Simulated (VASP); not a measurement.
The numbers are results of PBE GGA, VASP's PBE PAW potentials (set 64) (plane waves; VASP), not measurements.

A VASP calculation is set up with these files.

File KPOINTS:
```
Automatic mesh
0
Gamma
5 5 5
0 0 0
```

**INCAR**
```
# general
SYSTEM   =  CdTe
PREC     =  Accurate
ENCUT    =  400
LREAL    =  .False.
LASPH    =  .True.

# electronic loop
EDIFF    =  1E-6
NELM     =  100
ALGO     =  Normal
LMAXMIX  =  4

# smearing
ISMEAR   =  0
SIGMA    =  0.05

# functional
GGA      =  PE

# ions
IBRION   =  2
NSW      =  40
ISIF     =  3
EDIFFG   =  -0.01

# output
LWAVE    =  .False.
LCHARG   =  .False.
```

POSCAR:
```
CdTe
1.0
  0.0000000000   3.2400000000   3.2400000000
  3.2400000000   0.0000000000   3.2400000000
  3.2400000000   3.2400000000   0.0000000000
Cd Te
1 1
direct
  0.0000000000   0.0000000000   0.0000000000
  0.2500000000   0.2500000000   0.2500000000
```

POTCAR, in this order: Cd Te (PBE.64 set). Program: vasp_std.

Task: What will the output report for the number of irreducible k-points (NKPTS), number of bands (NBANDS), largest plane-wave count, number of space-group operations, FFT grid (NGX, NGY, NGZ)?

Result: 
The number of irreducible k-points (NKPTS) is 10, the number of bands (NBANDS) is 13 and the largest plane-wave count is 1251. The number of space-group operations is 24. The FFT grid (NGX, NGY, NGZ) is 30 × 30 × 30.

The compound is CdTe in the zinc blende structure. This run relaxes it. Symmetry was kept, so distortions that lower it aren't found.
